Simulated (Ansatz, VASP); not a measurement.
# NiO2 in two plane-wave programs, part 2 of 3

Wanted: the spread between two codes on one cell, functional and k mesh. The cell is taken from a series of runs on this material, whose earlier steps may have relaxed, scaled, displaced or heated it; both programs get it as it stands.

VASP 6.6.1 and Ansatz 0.2.0.

So far: The starting structure; Ansatz: zone-centre phonons, LDA.

### Step 3. VASP: zone-centre phonons, LDA

Level of this step: LDA, no spin polarisation; plane waves and PAW (Ni, O) (VASP).

The same cell, functional (in two slightly different forms) and mesh now go to VASP, with its own data sets.

Lines of VASP's logs that name or quote its potential files are left out, and so is its time.

INCAR

```
SYSTEM = NiO2
PREC = Accurate
ENCUT = 600
EDIFF = 1E-08
NELM = 120
ISMEAR = 0
SIGMA = 0.01
LREAL = .FALSE.
ALGO = Normal
GGA = CA
NBANDS = 17
LASPH = .TRUE.
LORBIT = 11
LWAVE = .FALSE.
LCHARG = .FALSE.
ISIF = 2
IBRION = 8
LEPSILON = .TRUE.
GGA_COMPAT = .FALSE.
EFERMI = MIDGAP
KPAR = 2
```

POSCAR

```
NiO2
1.0
    1.3788577094      0.7960837572      4.7094447621
   -1.3788577094      0.7960837572      4.7094447621
    0.0000000000     -1.5921678519      4.7094447051
Ni O
1 2
Direct
    0.0000000000      0.0000000000      0.0000000000
    0.6014409043      0.6014409043      0.6014409043
    0.3985590957      0.3985590957      0.3985590957
```

KPOINTS

```
Automatic mesh
0
Gamma
12 12 12
0 0 0
```

Potentials, in the order of the species: Ni and O (LDA family, release 64).

Started as:

```bash
> mpirun -np 2 vasp_std
```

What it wrote:

```text
[banner, memory and clock lines left out]
running    2 mpi-ranks, on    1 nodes
 distrk:  each k-point on    1 cores,    2 groups
 distr:  one band on    1 cores,    1 groups

 POSCAR found type information on POSCAR NiO
 POSCAR found :  2 types and       3 ions
 LDA part: xc-table for (Slater(with rela. corr.)+CA(PZ))
 , standard interpolation
 POSCAR, INCAR and KPOINTS ok, starting setup
 FFT: planning ... GRIDC
 FFT: planning ... GRID_SOFT
 FFT: planning ... GRID
 WAVECAR not read
 entering main loop
       N       E                     dE             d eps       ncg     rms          rms(c)
DAV:   1     0.171121985962E+03    0.17112E+03   -0.12635E+04  6482   0.172E+03
DAV:   2    -0.129436881565E+02   -0.18407E+03   -0.17192E+03  7071   0.353E+02
DAV:   3    -0.276746521564E+02   -0.14731E+02   -0.14563E+02  7745   0.114E+02
DAV:   4    -0.278814322040E+02   -0.20678E+00   -0.20661E+00  7763   0.135E+01
DAV:   5    -0.278852163032E+02   -0.37841E-02   -0.37832E-02  8128   0.176E+00    0.290E+01
DAV:   6    -0.333533242974E+02   -0.54681E+01   -0.56070E+01  8005   0.187E+02    0.471E+01
DAV:   7    -0.202408307763E+02    0.13112E+02   -0.20828E+01  7608   0.123E+02    0.579E+00
DAV:   8    -0.201579212599E+02    0.82910E-01   -0.25626E+00  9291   0.242E+01    0.318E+00
DAV:   9    -0.201381897231E+02    0.19732E-01   -0.19061E-01  9497   0.116E+01    0.792E-01
DAV:  10    -0.201303840334E+02    0.78057E-02   -0.41705E-02  7479   0.635E+00    0.537E-01
DAV:  11    -0.201283535746E+02    0.20305E-02   -0.42741E-03  9847   0.137E+00    0.116E-01
DAV:  12    -0.201283525842E+02    0.99039E-06   -0.55462E-04  6961   0.217E-01    0.930E-02
DAV:  13    -0.201282537955E+02    0.98789E-04   -0.32555E-04  7331   0.531E-01    0.135E-02
DAV:  14    -0.201282528780E+02    0.91752E-06   -0.18980E-05  7009   0.510E-02    0.586E-03
DAV:  15    -0.201282527017E+02    0.17634E-06   -0.73288E-07  9455   0.206E-02    0.241E-03
DAV:  16    -0.201282526567E+02    0.44947E-07   -0.48595E-07  7890   0.625E-03    0.543E-04
DAV:  17    -0.201282526562E+02    0.53024E-09   -0.19962E-08  5510   0.282E-03
   1 F= -.20128253E+02 E0= -.20128253E+02  d E =0.000000E+00
 Linear response reoptimize wavefunctions to high precision
DAV:   1    -0.201282526562E+02    0.26830E-10   -0.53043E-09  5322   0.152E-03
DAV:   2    -0.201282526562E+02   -0.14552E-10   -0.27742E-10  3572   0.164E-04
 Linear response G [H, r] |phi>, progress :
  Direction:   1
       N       E                     dE             d eps       ncg     rms
RMM:   1    -0.732359630198E+02   -0.73236E+02    0.96765E+01 13549   0.136E+02
RMM:   2    -0.679150943426E+02    0.53209E+01   -0.65637E+00  9238   0.468E+01
RMM:   3    -0.689299506847E+02   -0.10149E+01   -0.17438E+00 11174   0.115E+01
RMM:   4    -0.689616240396E+02   -0.31673E-01   -0.98035E-02 11538   0.216E+00
RMM:   5    -0.689640730418E+02   -0.24490E-02   -0.57134E-03 11658   0.533E-01
RMM:   6    -0.689642318172E+02   -0.15878E-03   -0.55817E-04 11761   0.159E-01
RMM:   7    -0.689642479505E+02   -0.16133E-04   -0.70327E-05 11757   0.504E-02
RMM:   8    -0.689642490627E+02   -0.11122E-05   -0.15514E-05 11741   0.180E-02
RMM:   9    -0.689642488964E+02    0.16636E-06   -0.61909E-06 11573   0.778E-03
RMM:  10    -0.689642488481E+02    0.48217E-07   -0.56024E-06 11295   0.439E-03
RMM:  11    -0.689642486379E+02    0.21020E-06   -0.24294E-06 10775   0.335E-03
RMM:  12    -0.689642486052E+02    0.32754E-07   -0.61149E-06  9905   0.295E-03
RMM:  13    -0.689642485810E+02    0.24149E-07    0.71860E-08  8642   0.283E-03
RMM:  14    -0.689642484776E+02    0.10346E-06   -0.46193E-06  7817   0.277E-03
RMM:  15    -0.689642484888E+02   -0.11176E-07   -0.24482E-05  7668   0.275E-03
 Linear response G [H, r] |phi>, progress :
  Direction:   2
       N       E                     dE             d eps       ncg     rms
RMM:   1    -0.739253646398E+02   -0.73925E+02    0.99740E+01 13519   0.136E+02
RMM:   2    -0.672404392201E+02    0.66849E+01   -0.64356E+00  9161   0.482E+01
RMM:   3    -0.683640939813E+02   -0.11237E+01   -0.17957E+00 11202   0.119E+01
RMM:   4    -0.683997655214E+02   -0.35672E-01   -0.10441E-01 11658   0.228E+00
RMM:   5    -0.684021814634E+02   -0.24159E-02   -0.57713E-03 11695   0.560E-01
RMM:   6    -0.684023708481E+02   -0.18938E-03   -0.60459E-04 11806   0.168E-01
RMM:   7    -0.684023930936E+02   -0.22245E-04   -0.59776E-05 11813   0.541E-02
RMM:   8    -0.684023950336E+02   -0.19400E-05   -0.29716E-06 11824   0.189E-02
RMM:   9    -0.684023952212E+02   -0.18765E-06    0.41526E-06 11659   0.810E-03
RMM:  10    -0.684023951983E+02    0.22934E-07    0.54235E-06 11389   0.454E-03
RMM:  11    -0.684023953485E+02   -0.15019E-06    0.50748E-06 10986   0.346E-03
RMM:  12    -0.684023953452E+02    0.33062E-08    0.20726E-06 10012   0.307E-03
RMM:  13    -0.684023958676E+02   -0.52247E-06   -0.33247E-06  8617   0.295E-03
RMM:  14    -0.684023959303E+02   -0.62628E-07   -0.19722E-08  7815   0.289E-03
[...]
dielectric tensor                  component  1 :    14.754     0.147     0.041
 Linear response to external field, progress :
  Direction:   2
       N       E                     dE             d eps       ncg     rms          rms(c)
RMM:   1    -0.111640793669E+01   -0.11164E+01   -0.58307E+00 27642   0.132E+01
[...]
RMM:   1    -0.187490996853E+00   -0.18749E+00   -0.64635E-02 29874   0.474E+00
RMM:   2    -0.171979859097E+00    0.15511E-01   -0.12364E-02 23352   0.156E+00    0.381E-01
RMM:   3    -0.171335625876E+00    0.64423E-03   -0.20355E-03 26566   0.387E-01    0.228E-01
RMM:   4    -0.171290394236E+00    0.45232E-04   -0.91891E-04 26171   0.252E-01    0.249E-02
RMM:   5    -0.171296403570E+00   -0.60093E-05   -0.38303E-05 28096   0.563E-02    0.136E-02
RMM:   6    -0.171326301267E+00   -0.29898E-04   -0.25553E-06 27333   0.143E-02    0.268E-03
RMM:   7    -0.171326474200E+00   -0.17293E-06   -0.12510E-06 26002   0.533E-03    0.119E-03
RMM:   8    -0.171325522089E+00    0.95211E-06   -0.12156E-07 28664   0.168E-03    0.505E-04
RMM:   9    -0.171323343429E+00    0.21787E-05   -0.29890E-08 29067   0.732E-04    0.651E-05
RMM:  10    -0.171323239623E+00    0.10381E-06   -0.72638E-09 29582   0.265E-04    0.322E-05
RMM:  11    -0.171323173862E+00    0.65761E-07   -0.10530E-08 29662   0.148E-04    0.104E-05
RMM:  12    -0.171323186765E+00   -0.12903E-07   -0.25387E-09 29875   0.117E-04    0.342E-06
RMM:  13    -0.171323194053E+00   -0.72883E-08   -0.27335E-08 30918   0.104E-04    0.643E-07
 first order change of Fermi-energy  -0.20790E-03
 force on displaced ion       1 direction 1 : -27.932  -0.000   0.000
 Born effective charge ion    1 direction 1 :   3.644   0.000   0.000
 Linear response progress:
  Degree of freedom:   2/  4
       N       E                     dE             d eps       ncg     rms          rms(c)
RMM:   1    -0.205866394753E+00   -0.20587E+00   -0.33719E-02 12210   0.441E+00
RMM:   2    -0.188567510682E+00    0.17299E-01   -0.77195E-03  9266   0.158E+00    0.386E-01
RMM:   3    -0.187902213510E+00    0.66530E-03   -0.24232E-03 10519   0.469E-01    0.244E-01
RMM:   4    -0.187633865831E+00    0.26835E-03   -0.62240E-04 10913   0.188E-01    0.202E-01
RMM:   5    -0.187445957763E+00    0.18791E-03   -0.75679E-04 10931   0.233E-01    0.276E-02
RMM:   6    -0.187505880062E+00   -0.59922E-04   -0.39183E-05 11318   0.510E-02    0.113E-02
RMM:   7    -0.187542407021E+00   -0.36527E-04   -0.78768E-07 11479   0.101E-02    0.263E-03
RMM:   8    -0.187540021556E+00    0.23855E-05   -0.30084E-07 10569   0.330E-03    0.181E-03
RMM:   9    -0.187532885667E+00    0.71359E-05   -0.76300E-08 11200   0.188E-03    0.368E-04
RMM:  10    -0.187529665343E+00    0.32203E-05   -0.88635E-10 11659   0.586E-04    0.776E-05
RMM:  11    -0.187529781048E+00   -0.11571E-06   -0.71288E-08 11637   0.206E-04    0.299E-05
RMM:  12    -0.187529802960E+00   -0.21912E-07   -0.86417E-08 11577   0.131E-04    0.874E-06
RMM:  13    -0.187529882982E+00   -0.80021E-07   -0.87002E-08 11774   0.109E-04    0.326E-06
RMM:  14    -0.187529876766E+00    0.62156E-08   -0.85020E-08 11831   0.100E-04    0.468E-07
 first order change of Fermi-energy   0.13050E-03
 force on displaced ion       1 direction 3 :   0.000   0.000 -33.699
 Born effective charge ion    1 direction 3 :   0.000  -0.000   0.348
 Linear response progress:
  Degree of freedom:   3/  4
       N       E                     dE             d eps       ncg     rms          rms(c)
RMM:   1    -0.347354972609E+00   -0.34735E+00    0.40003E-01 64026   0.496E+00
RMM:   2    -0.341651442160E+00    0.57035E-02   -0.83685E-03 40427   0.133E+00    0.225E-01
RMM:   3    -0.342899559286E+00   -0.12481E-02   -0.11686E-03 51077   0.290E-01    0.124E-01
RMM:   4    -0.344137182591E+00   -0.12376E-02   -0.15510E-04 44305   0.106E-01    0.195E-02
RMM:   5    -0.344141159498E+00   -0.39769E-05   -0.15638E-05 52981   0.340E-02    0.497E-03
RMM:   6    -0.344077836656E+00    0.63323E-04   -0.20609E-06 53695   0.109E-02    0.203E-03
RMM:   7    -0.344084774501E+00   -0.69378E-05   -0.28657E-07 52527   0.365E-03    0.174E-03
RMM:   8    -0.344088371875E+00   -0.35974E-05    0.53502E-09 51432   0.177E-03    0.966E-04
RMM:   9    -0.344084557733E+00    0.38141E-05   -0.39876E-08 49771   0.992E-04    0.402E-04
RMM:  10    -0.344083631335E+00    0.92640E-06   -0.69561E-09 50942   0.597E-04    0.698E-05
RMM:  11    -0.344083897243E+00   -0.26591E-06   -0.93449E-09 54261   0.264E-04    0.608E-05
RMM:  12    -0.344083690430E+00    0.20681E-06   -0.13173E-08 54069   0.186E-04    0.118E-05
RMM:  13    -0.344083604721E+00    0.85710E-07   -0.16847E-08 55541   0.159E-04    0.581E-06
RMM:  14    -0.344083583420E+00    0.21300E-07   -0.13048E-08 57198   0.150E-04    0.179E-06
RMM:  15    -0.344083578427E+00    0.49934E-08   -0.11943E-08 57878   0.146E-04    0.487E-07
 first order change of Fermi-energy  -0.10604E-03
 force on displaced ion       2 direction 1 : -14.821  -0.009  -0.001
 Born effective charge ion    2 direction 1 :  -1.822   0.003  -0.000
 Linear response progress:
  Degree of freedom:   4/  4
       N       E                     dE             d eps       ncg     rms          rms(c)
RMM:   1    -0.388568869209E+00   -0.38857E+00    0.32127E-01 13265   0.508E+00
RMM:   2    -0.375537154662E+00    0.13032E-01   -0.96313E-03  9448   0.118E+00    0.409E-01
RMM:   3    -0.377212675138E+00   -0.16755E-02   -0.37683E-03 10575   0.538E-01    0.371E-01
RMM:   4    -0.375850240843E+00    0.13624E-02   -0.11094E-03  9376   0.387E-01    0.175E-01
RMM:   5    -0.376559421317E+00   -0.70918E-03   -0.26333E-04  9437   0.187E-01    0.111E-01
RMM:   6    -0.376508076316E+00    0.51345E-04   -0.91046E-05  9309   0.115E-01    0.269E-02
RMM:   7    -0.376561367315E+00   -0.53291E-04   -0.16174E-05 11424   0.329E-02    0.589E-03
RMM:   8    -0.376512521093E+00    0.48846E-04   -0.16605E-06 11087   0.945E-03    0.238E-03
RMM:   9    -0.376507850111E+00    0.46710E-05   -0.19604E-07 11411   0.304E-03    0.104E-03
RMM:  10    -0.376503746880E+00    0.41032E-05   -0.14478E-08 11376   0.137E-03    0.185E-04
RMM:  11    -0.376505710496E+00   -0.19636E-05   -0.35026E-08 11501   0.552E-04    0.648E-05
RMM:  12    -0.376505936033E+00   -0.22554E-06   -0.18776E-08 12004   0.278E-04    0.235E-05
RMM:  13    -0.376506048189E+00   -0.11216E-06   -0.23647E-08 11654   0.191E-04    0.796E-06
RMM:  14    -0.376505988554E+00    0.59635E-07   -0.23771E-08 11861   0.157E-04    0.377E-06
RMM:  15    -0.376505989773E+00   -0.12187E-08   -0.24123E-08 12303   0.147E-04    0.823E-07
 first order change of Fermi-energy   0.11927E+01
 force on displaced ion       2 direction 3 :   0.000   0.000 -18.589
 Born effective charge ion    2 direction 3 :   0.000   0.000  -0.175
 Born effective charges drift removed
 Linear response finished
```

(Part 2 of 3 ends here.)

[Lines on the potential files, build, host, timing and source positions are cut from VASP's logs without a mark.]

[Logs are printed without paths, hosts, clocks, repeated set-up lines and the standing remarks that a program may print on its own settings, such as how far it seeks lower states.]

[Hosts, paths, dates, database ids (printed as entryN), source tags and the programs' standing remarks are cut or masked in the printed files.]
